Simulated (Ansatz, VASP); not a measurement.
# Cross-check of Ge4HSe8O24 (H transfer from O to O) between VASP and Ansatz

Wanted: the spread between two codes on one cell, functional and k mesh. Of the first pair: The structure shown is the end of the Ansatz relaxation below.

Method: plane waves, with VASP 6.6.1 beside it; PBEsol, in Ansatz 0.2.0.

## Step 1: The structure

The cell holds 37 atoms: 4 Ge, 8 Se, 24 O and 1 H. Its edges and angles: a = 8.476 Å, b = 8.476 Å, c = 8.840 Å, α = 70.4°, β = 109.6°, γ = 73.6°. It derives from GeSe2O6 (GeSe2O6 (P2_1/c)). Nearest the centre at fractional (0.864, 0.320, 0.670): O32 at 1.16 Å, Se7 at 1.34 Å, O24 at 1.44 Å, H37 at 1.50 Å, O15 at 2.25 Å, O14 at 2.55 Å, Ge1 at 2.87 Å, Se10 at 3.17 Å. The cell carries charge +1.

## Step 2: Ansatz: relaxation, PBEsol

Ansatz runs on its default PAW (the set named soft_2) files.

This run makes the geometry at which the two programs are then compared.

Input file input.yaml:

```yaml
crystal:
  lattice:
    - [5.07717925, 6.78733022, -0.00408761]
    - [-5.07717925, 6.78733022, 0.00408761]
    - [-4.9500808, 0.0, 7.32442304]
  atoms:
    - { symbol: Ge, position: [0.0, 0.0, 0.0] }
    - { symbol: Ge, position: [0.5, 0.5, 0.0] }
    - { symbol: Ge, position: [0.25, 0.25, 0.5] }
    - { symbol: Ge, position: [0.75, 0.75, 0.5] }
    - { symbol: Se, position: [0.42942194, 0.74584727, 0.1986224] }
    - { symbol: Se, position: [0.92942194, 0.24584727, 0.1986224] }
    - { symbol: Se, position: [0.00415273, 0.32057806, 0.6986224] }
    - { symbol: Se, position: [0.50415273, 0.82057806, 0.6986224] }
    - { symbol: Se, position: [0.07057806, 0.75415273, 0.8013776] }
    - { symbol: Se, position: [0.57057806, 0.25415273, 0.8013776] }
    - { symbol: Se, position: [0.49584727, 0.17942194, 0.3013776] }
    - { symbol: Se, position: [0.99584727, 0.67942194, 0.3013776] }
    - { symbol: O, position: [0.43515533, 0.72813619, 0.00948972] }
    - { symbol: O, position: [0.93515533, 0.22813619, 0.00948972] }
    - { symbol: O, position: [0.02186381, 0.31484467, 0.50948972] }
    - { symbol: O, position: [0.52186381, 0.81484467, 0.50948972] }
    - { symbol: O, position: [0.06484467, 0.77186381, 0.99051028] }
    - { symbol: O, position: [0.56484467, 0.27186381, 0.99051028] }
    - { symbol: O, position: [0.47813619, 0.18515533, 0.49051028] }
    - { symbol: O, position: [0.97813619, 0.68515533, 0.49051028] }
    - { symbol: O, position: [0.11155669, 0.30591946, 0.25454751] }
    - { symbol: O, position: [0.61155669, 0.80591946, 0.25454751] }
    - { symbol: O, position: [0.44408054, 0.63844331, 0.75454751] }
    - { symbol: O, position: [0.94408054, 0.13844331, 0.75454751] }
    - { symbol: O, position: [0.38844331, 0.19408054, 0.74545249] }
    - { symbol: O, position: [0.88844331, 0.69408054, 0.74545249] }
    - { symbol: O, position: [0.05591946, 0.86155669, 0.24545249] }
    - { symbol: O, position: [0.55591946, 0.36155669, 0.24545249] }
    - { symbol: O, position: [0.25120127, 0.96935603, 0.0826288] }
    - { symbol: O, position: [0.75120127, 0.46935603, 0.0826288] }
    - { symbol: O, position: [0.28064397, 0.99879873, 0.5826288] }
    - { symbol: O, position: [0.78064397, 0.49879873, 0.5826288] }
    - { symbol: O, position: [0.24879873, 0.53064397, 0.9173712] }
    - { symbol: O, position: [0.74879873, 0.03064397, 0.9173712] }
    - { symbol: O, position: [0.21935603, 0.50120127, 0.4173712] }
    - { symbol: O, position: [0.71935603, 0.00120127, 0.4173712] }
    - { symbol: H, position: [0.846367, 0.359899, 0.650734] }
total_charge: 1
basis:
  ecutwfc: 420
  xc_grid: 2
hamiltonian:
  xc: pbesol
kpoints:
  mp_grid: { grid: [1, 1, 1] }
scf:
  occupations: { method: fixed }
  max_iter: 100
output:
  forces: true
relax:
  f_tol: 0.02
  max_steps: 70
  random_displacement: { amplitude: 0.03, seed: 9899 }
```

Launch:

```sh
$ ansatz run input.yaml --threads 4 --pin off --max-ram 7536MiB --backend cpu --events-out ev --progress --plain --runs-dir out
```

Numbers of over 12 decimals in the logs are rounded to 6 here.

Log:

```text
The last accepted step is kept in <dir> (removed where the run ends without a failure and the disk answers)
Engine: ansatz 0.2.0, aarch64-unknown-linux-gnu
Pseudopotentials: kind: paw
Pseudopotential: Ge, paw, valence charge 14, recommended cutoff 420 eV (normal), Ge.paw.azcp
Pseudopotential: Se, paw, valence charge 16, recommended cutoff 420 eV (normal), Se.paw.azcp
Pseudopotential: O, paw, valence charge 6, recommended cutoff 420 eV (normal), O.paw.azcp
Pseudopotential: H, paw, valence charge 1, recommended cutoff 420 eV (normal), H.paw.azcp
Functional definition: PBEsol
  exchange = pbesol_x
  correlation = pbesol_c
Crystal: 37 atoms, lattice volume = 504.532 Å³
Basis set: ecut = 420 eV, 9837 PW (Γ), exchange–correlation on 120×120×120 points (8 copies of the dense FFT grid, shifted against one another)
Bands: 201, of which v1, the nominal top of the filled ones, is band 164 counted from 1 (163 counted from 0)
Symmetry: 1 space group operations
k-points: 1
Non-local potential: Ge, projectors of the file, l = 0: 2, l = 1: 2, l = 2: 3, l = 3: 1
Non-local potential: Se, projectors of the file, l = 0: 2, l = 1: 2, l = 2: 3, l = 3: 1
Non-local potential: O, projectors of the file, l = 0: 2, l = 1: 2, l = 2: 1
Non-local potential: H, projectors of the file, l = 0: 2, l = 1: 1
PAW form: soft (Blöchl's): semilocal exchange-correlation on the pseudo side does not see the compensation charge
PAW frozen core: Ge, regenerated for the run's functional, and the local potential with it (the file was generated under x = pbe(κ = 0.804, μ = 0.219515), c = pbe(β = 0.066725))
PAW frozen core: Se, regenerated for the run's functional, and the local potential with it (the file was generated under x = pbe(κ = 0.804, μ = 0.219515), c = pbe(β = 0.066725))
PAW frozen core: O, regenerated for the run's functional, and the local potential with it (the file was generated under x = pbe(κ = 0.804, μ = 0.219515), c = pbe(β = 0.066725))
PAW one-centre angular grid: Ge, 590 points (default); XC on 64 Gauss nodes
PAW one-centre angular grid: Se, 590 points (default); XC on 64 Gauss nodes
PAW one-centre angular grid: O, 110 points (default); XC on 64 Gauss nodes
PAW one-centre angular grid: H, 110 points (default); XC on 64 Gauss nodes
Initial density: superposition of atomic densities (neutral atoms scaled as one to the charged cell's electrons: chi_scale 0, normalization atom), corrected by the library's trained network
Initial wavefunctions: pseudopotential atomic-orbital guess
Functional: x = pbesol(κ = 0.804, μ = 0.123457), c = pbesol(β = 0.046)
SCF iter   1: F=—  HF=-73862.198411 eV  |F-HF|=—  |Δ(HF+E_count)|=         —  Δρ=1.56e-2  dr2=1.41e0  ethr=1.77e-3  ⟨swp⟩=4.0  Hψ=632  notcnv=0  defer=35
preconditioner: auto → Resta (q_TF=auto, 2.539 Å⁻¹)  ε∞=3.4  [insulator: Δε(μ)=3.379 eV  Ē_g=16.821 eV  n_scr=140 (ndim 8)  ℏωp=26.0 eV  f_vac=0.198  ε∞_Penn≈3.4]
SCF iter   2: F=—  HF=-73861.795478 eV  |F-HF|=—  |Δ(HF+E_count)|=   4.03e-1  Δρ=6.32e-3  dr2=1.93e-1  ethr=4.29e-4  ⟨swp⟩=3.0  Hψ=348  notcnv=0  defer=35
SCF iter   3: F=—  HF=-73861.727603 eV  |F-HF|=—  |Δ(HF+E_count)|=   6.79e-2  Δρ=2.84e-3  dr2=5.35e-2  ethr=5.89e-5  ⟨swp⟩=3.0  Hψ=298  notcnv=0  defer=35
SCF iter   4: F=—  HF=-73861.707534 eV  |F-HF|=—  |Δ(HF+E_count)|=   2.01e-2  Δρ=1.09e-3  dr2=5.89e-3  ethr=1.63e-5  ⟨swp⟩=3.0  Hψ=336  notcnv=0  defer=35
SCF iter   5: F=—  HF=-73861.707111 eV  |F-HF|=—  |Δ(HF+E_count)|=   4.23e-4  Δρ=5.24e-4  dr2=1.36e-3  ethr=1.79e-6  ⟨swp⟩=2.0  Hψ=298  notcnv=0  defer=35
SCF iter   6: F=—  HF=-73861.707138 eV  |F-HF|=—  |Δ(HF+E_count)|=   2.68e-5  Δρ=1.63e-4  dr2=1.57e-4  ethr=4.13e-7  ⟨swp⟩=2.0  Hψ=336  notcnv=0  defer=35
SCF iter   7: F=—  HF=-73861.707196 eV  |F-HF|=—  |Δ(HF+E_count)|=   5.80e-5  Δρ=6.86e-5  dr2=2.73e-5  ethr=4.79e-8  ⟨swp⟩=2.0  Hψ=334  notcnv=0  defer=35
SCF iter   8: F=-73861.707217 eV  HF=-73861.707217 eV  |F-HF|=1.87e-7  |Δ(HF+E_count)|=   2.06e-5  Δρ=3.91e-5  dr2=8.03e-6  ethr=3.05e-9  ⟨swp⟩=5.0  Hψ=614  notcnv=0
SCF 1 converged in 8 iterations: F = -73861.707217 eV  dr2 = 8.03e-6
  greatest PAW one-centre occupation: 1.000 electrons in one spin orbital (limit 2), on the Se atom at site 6 (counted from 0), in its partial waves of l = 2
relax step   1: F+E_penalty+E_count = -73861.70721676 eV  Δ(F+E_penalty+E_count) = +0.000e0 eV  max|allowed force component| = 1.641e1 eV/Å  Δτ_max = 0.0000 Å  (8 SCF iters, dr2 threshold 1.00e-5 eV, accepted)
[...]
relax step  24: F+E_penalty+E_count = -73869.19444152 eV  Δ(F+E_penalty+E_count) = -1.241e-3 eV  max|allowed force component| = 6.540e-2 eV/Å  Δτ_max = 0.0145 Å  (4 SCF iters, dr2 threshold 4.52e-5 eV, accepted)
[...]
relax step  25: F+E_penalty+E_count = -73869.19467826 eV  Δ(F+E_penalty+E_count) = -2.367e-4 eV  max|allowed force component| = 5.100e-2 eV/Å  Δτ_max = 0.0071 Å  (6 SCF iters, dr2 threshold 4.05e-7 eV, accepted)
[...]
relax step  26: F+E_penalty+E_count = -73869.19480182 eV  Δ(F+E_penalty+E_count) = -1.236e-4 eV  max|allowed force component| = 1.133e-2 eV/Å  Δτ_max = 0.0077 Å  (6 SCF iters, accepted)
SCF converged after 6 iterations
Free energy (F): -73869.194802 eV
Harris-Foulkes:  -73869.194802 eV  (|F-HF|=2.20e-8)
Internal energy: -73869.194802 eV  (E = F + TS)
E sigma→0 (E₀):  -73869.194802 eV
Fermi energy:    4.601159 eV
--- Per-component energies (eV) ---
  E_band       = -4792.266755
  E_kinetic    = 5569.158917
  E_local      = -44995.103641  (includes V_loc(G=0)·N_el)
  E_nonlocal   = -1808.916187
  E_hartree    = 20093.727915
  E_xc         = -2851.345680
  E_vxc        = -3258.398519  (∫ρ·V_xc dr)
  E_paw        = -26583.509936  (= ΣΔE_a)
  E_vpaw       = -486.514413  (= ΣTr[D̂ρ^β])
  E_aug_tail   = 0.053505  (compensation charges beyond the density's cutoff)
  E_ewald      = -23305.845953
  E_core_change = 12.586258  (= ΣΔE_core)
  E_smearing   = -0.000000  (= −TS)
  E_closure    = -0.000000  (closes the sum)
  E_deformation_potential = 12.578827  (in the stress; not in F)
  Σ components = -73869.194802   (vs F -73869.194802, Δ=0.00e0)
--- Forces (eV/Å), atoms counted from 1 ---
  atom   1  Ge     0.00142695     0.00013472    -0.00018513
  atom   2  Ge     0.00095919     0.00259626    -0.00062869
  atom   3  Ge    -0.00451912    -0.00339437     0.00244069
  atom   4  Ge     0.00838175    -0.01063934     0.00698182
  atom   5  Se     0.00129571     0.00122534    -0.00277981
  atom   6  Se     0.00238460     0.00790670    -0.00868149
  atom   7  Se    -0.01132859    -0.00492499    -0.00110171
  atom   8  Se     0.00095512    -0.00379850     0.00188500
  atom   9  Se    -0.00562058     0.00073800    -0.00821784
  atom  10  Se     0.00138606     0.00618380    -0.00424423
  atom  11  Se    -0.00239105     0.00025388     0.00450416
  atom  12  Se    -0.00189701     0.00156544     0.00222173
  atom  13  O     -0.00004869    -0.00013164    -0.00011326
  atom  14  O     -0.00234354    -0.00072787     0.00309795
  atom  15  O      0.00488354     0.00241790    -0.00431608
  atom  16  O      0.00052201     0.00370550    -0.00069851
  atom  17  O     -0.00006390    -0.00061954     0.00149757
  atom  18  O     -0.00129654    -0.00130137     0.00110237
  atom  19  O      0.00297253    -0.00055335    -0.00280378
  atom  20  O     -0.00155566     0.00340779    -0.00193054
  atom  21  O      0.00153788    -0.00083296    -0.00083271
  atom  22  O     -0.00490696     0.00258332    -0.00184828
  atom  23  O      0.00151409    -0.00030168    -0.00022157
  atom  24  O      0.00155756    -0.00202629     0.00284891
[...]
atom  30  O     -0.00060303    -0.00383248    -0.00027314
  atom  31  O      0.00107995     0.00023554     0.00258679
  atom  32  O      0.00838484     0.00252611     0.00466942
  atom  33  O      0.00119504     0.00145500     0.00118667
  atom  34  O     -0.00326608    -0.00139631    -0.00219709
  atom  35  O      0.00208036    -0.00045349     0.00229433
  atom  36  O      0.00259683    -0.00389669     0.00324610
  atom  37  H     -0.00031103     0.00076978     0.00079594
  max |Σ_I F_I| component: 1.00e-4 eV/Å
--- Relaxed structure (26 steps of the walk, 23 accepted, 0 SCFs on fresh bases) ---
  F+E_penalty+E_count = -73869.19480182 eV   max|allowed force component| = 1.133e-2 eV/Å
  atoms:
    - { symbol: Ge, position: [0.00376435, -0.00936314, 0.00608957] }
    - { symbol: Ge, position: [0.498366, 0.502531, -0.00655175] }
    - { symbol: Ge, position: [0.252205, 0.249724, 0.490992] }
    - { symbol: Ge, position: [0.750376, 0.764304, 0.493607] }
    - { symbol: Se, position: [0.429348, 0.734683, 0.201443] }
    - { symbol: Se, position: [0.925837, 0.245136, 0.191564] }
    - { symbol: Se, position: [0.042334, 0.288187, 0.716071] }
    - { symbol: Se, position: [0.505631, 0.825707, 0.695056] }
    - { symbol: Se, position: [0.075158, 0.756152, 0.802939] }
    - { symbol: Se, position: [0.571468, 0.252118, 0.799038] }
    - { symbol: Se, position: [0.489638, 0.185404, 0.289354] }
    - { symbol: Se, position: [0.991019, 0.675222, 0.299909] }
    - { symbol: O, position: [0.429539, 0.729078, 0.00589475] }
    - { symbol: O, position: [0.929915, 0.229020, -0.00125399] }
    - { symbol: O, position: [0.022786, 0.315083, 0.510677] }
    - { symbol: O, position: [0.528619, 0.811440, 0.509414] }
    - { symbol: O, position: [0.072492, 0.763459, 0.997334] }
    - { symbol: O, position: [0.567497, 0.270888, 0.987745] }
    - { symbol: O, position: [0.479048, 0.181351, 0.484068] }
    - { symbol: O, position: [0.978192, 0.673035, 0.494322] }
    - { symbol: O, position: [0.108144, 0.305060, 0.248714] }
    - { symbol: O, position: [0.622829, 0.779091, 0.266135] }
    - { symbol: O, position: [0.451510, 0.639089, 0.751902] }
    - { symbol: O, position: [0.968438, 0.119348, 0.763083] }
    - { symbol: O, position: [0.388248, 0.192950, 0.738799] }
    - { symbol: O, position: [0.884111, 0.708297, 0.738175] }
    - { symbol: O, position: [0.046059, 0.861409, 0.245607] }
    - { symbol: O, position: [0.549803, 0.366773, 0.237300] }
    - { symbol: O, position: [0.256042, 0.960266, 0.096304] }
    - { symbol: O, position: [0.750795, 0.468576, 0.079835] }
    - { symbol: O, position: [0.279835, 1.000421, 0.576459] }
    - { symbol: O, position: [0.803063, 0.480707, 0.617788] }
    - { symbol: O, position: [0.247511, 0.531460, 0.907348] }
    - { symbol: O, position: [0.749747, 0.029690, 0.908075] }
    - { symbol: O, position: [0.216252, 0.500222, 0.411588] }
    - { symbol: O, position: [0.715109, 0.010173, 0.397963] }
    - { symbol: H, position: [0.788587, 0.457044, 0.729115] }
```

## Step 3: VASP: single point, PBEsol, pair 1

The same cell, functional and mesh now go to VASP, with its own data sets.

Lines of VASP's logs that name or quote its potential files are left out, and so is its time.

Input file INCAR:

```
SYSTEM = Ge4HSe8O24
PREC = Accurate
ENCUT = 520
EDIFF = 1E-06
NELM = 120
ISMEAR = 0
SIGMA = 0.01
LREAL = Auto
ALGO = Normal
GGA = PS
NELECT = 248
NBANDS = 152
LORBIT = 11
LWAVE = .FALSE.
LCHARG = .FALSE.
ISIF = 2
LASPH = .TRUE.
GGA_COMPAT = .FALSE.
EFERMI = MIDGAP
```

Input file POSCAR:

```
Ge4HSe8O24
1.0
    5.0771792500      6.7873302200     -0.0040876100
   -5.0771792500      6.7873302200      0.0040876100
   -4.9500808000      0.0000000000      7.3244230400
Ge Se O H
4 8 24 1
Direct
    0.0037643482      0.9906368588      0.0060895743
    0.4983655612      0.5025307875      0.9934482543
    0.2522045840      0.2497240911      0.4909921520
    0.7503761792      0.7643042396      0.4936073802
    0.4293482576      0.7346832031      0.2014431306
    0.9258372543      0.2451363295      0.1915637630
    0.0423342077      0.2881867611      0.7160712428
    0.5056306365      0.8257067453      0.6950563255
    0.0751583608      0.7561523658      0.8029394247
    0.5714678606      0.2521180897      0.7990380397
    0.4896380366      0.1854041624      0.2893539336
    0.9910192792      0.6752218108      0.2999088624
    0.4295389537      0.7290784865      0.0058947516
    0.9299145889      0.2290204448      0.9987460054
    0.0227863201      0.3150834290      0.5106769701
    0.5286187058      0.8114404333      0.5094139410
    0.0724918621      0.7634588787      0.9973343547
    0.5674972112      0.2708884313      0.9877454811
    0.4790481650      0.1813505064      0.4840684727
    0.9781920997      0.6730354550      0.4943217030
    0.1081442355      0.3050599897      0.2487143416
    0.6228291739      0.7790914803      0.2661348192
    0.4515101098      0.6390888209      0.7519019482
    0.9684382255      0.1193480239      0.7630834318
    0.3882478478      0.1929504183      0.7387989499
    0.8841112635      0.7082970246      0.7381750571
    0.0460591624      0.8614089011      0.2456065853
    0.5498033889      0.3667725467      0.2372999634
    0.2560423801      0.9602659632      0.0963038822
    0.7507945589      0.4685764456      0.0798354658
    0.2798354542      0.0004209171      0.5764588926
    0.8030625325      0.4807070980      0.6177883249
    0.2475114078      0.5314602255      0.9073475244
    0.7497466107      0.0296895351      0.9080750003
    0.2162519892      0.5002215604      0.4115882235
    0.7151092687      0.0101729139      0.3979628562
    0.7885871434      0.4570439945      0.7291147701
```

Input file KPOINTS:

```
Automatic mesh
0
Gamma
1 1 1
0 0 0
```

The projector-augmented-wave data sets are Ge_d, Se, O and H (PBE family, release 64).

Launch:

```sh
$ mpirun -np 4 vasp_gam
```

Log:

```text
[banner, memory and clock lines left out]
running    4 mpi-ranks, on    1 nodes
[...]
|                                                                             |
|               ----> ADVICE to this user running VASP <----                  |
|                                                                             |
|     You enforced a specific xc type in the INCAR file but a different       |
|     [... a line on the potential file left out ...]
|     I HOPE YOU KNOW WHAT YOU ARE DOING!                                     |
|                                                                             |

 LDA part: xc-table for (Slater+PW92), standard interpolation
 POSCAR, INCAR and KPOINTS ok, starting setup
[...]
entering main loop
       N       E                     dE             d eps       ncg     rms          rms(c)
DAV:   1     0.483815438444E+04    0.48382E+04   -0.11696E+05   520   0.325E+03
DAV:   2     0.102633304308E+04   -0.38118E+04   -0.35243E+04   384   0.109E+03
DAV:   3    -0.117657346863E+03   -0.11440E+04   -0.10973E+04   376   0.301E+02
DAV:   4    -0.248510654892E+03   -0.13085E+03   -0.12728E+03   344   0.116E+02
DAV:   5    -0.255896095513E+03   -0.73854E+01   -0.72787E+01   384   0.282E+01BRMIX: very serious problems
 the old and the new charge density differ
 old charge density:   249.00000 new  248.00000
    0.484E+01
DAV:   6    -0.221777975218E+03    0.34118E+02   -0.12771E+02   464   0.547E+01    0.205E+01
DAV:   7    -0.222016559482E+03   -0.23858E+00   -0.14435E+01   352   0.104E+01    0.127E+01
DAV:   8    -0.221768903619E+03    0.24766E+00   -0.16243E+00   392   0.439E+00    0.247E+00
DAV:   9    -0.221704985880E+03    0.63918E-01   -0.29646E-01   416   0.243E+00    0.487E-01
[...]
DAV:  15    -0.221709036841E+03   -0.43556E-05   -0.10561E-05   312   0.102E-02    0.537E-03
DAV:  16    -0.221709038093E+03   -0.12522E-05   -0.12690E-06   216   0.512E-03    0.247E-03
DAV:  17    -0.221709038555E+03   -0.46223E-06   -0.81557E-07   168   0.345E-03
   1 F= -.22170904E+03 E0= -.22170904E+03  d E =0.000000E+00
```

Parts of OUTCAR (step 3):

```text
  Total       -5.9780710     -4.8234565     -3.7625306     -0.8212556     -1.6567321      0.3035622
  in kB      -18.9837991    -15.3172366    -11.9481895     -2.6079567     -5.2610733      0.9639840
  external PRESSURE =     -15.4164084 kB  Pullay stress =       0.0000000 kB

 POSITION                                       TOTAL-FORCE (eV/Angst)
 -----------------------------------------------------------------------------------
     -5.04067      6.74933      0.04864         0.003155     -0.005971      0.005412
     -4.93880      6.79341      7.27645        -0.001853      0.004444     -0.000125
     -2.41786      3.40676      3.59622        -0.002124      0.003503     -0.004197
     -2.51411     10.28064      3.61545         0.026916     -0.011886     -0.000385
     -2.54740      7.90067      1.47670         0.039875     -0.215630      0.202633
      2.50778      7.94778      1.40031         0.061419     -0.215422      0.201122
     -4.79285      2.24335      5.24581        -0.086246      0.240100      0.203165
     -5.06567      9.03623      5.09219         0.036532      0.220314      0.206762
     -7.43214      5.64238      5.88385        -0.052323      0.218392     -0.214892
     -2.33391      5.58995      5.85119        -0.033868      0.219952     -0.220090
      0.11232      4.58173      2.11811        -0.023371     -0.230020     -0.206174
      0.11879     11.30933      2.19537        -0.038032     -0.217547     -0.204279
     -1.55000      7.86392      0.04440         0.096705     -0.003846     -0.148337
     -1.38531      7.86607      7.31237         0.083312     -0.003894     -0.133850
[...]
-----------------------------------------------------------------------------------
    total drift:                                0.010710     -0.004408     -0.012339

  FREE ENERGIE OF THE ION-ELECTRON SYSTEM (eV)
  ---------------------------------------------------
  free  energy   TOTEN  =      -221.7090385552 eV

  energy  without entropy=     -221.7090385552  energy(sigma->0) =     -221.70903856

[... 3 further parts left out ...]
[key lines of the parts left out:]
E-fermi :   2.9731
```

The cell is charged against a uniform background.

The run ends at a pressure of -1.54 GPa, with forces up to 0.33 eV/Å.

(Part 1 of 3 ends here.)

[Lines on the potential files, build, host, timing and source positions are cut from VASP's logs without a mark.]

[Logs are printed without paths, hosts, clocks, repeated set-up lines and the standing remarks that a program may print on its own settings, such as how far it seeks lower states.]

[Hosts, paths, dates, database ids (printed as entryN), source tags and the programs' standing remarks are cut or masked in the printed files.]
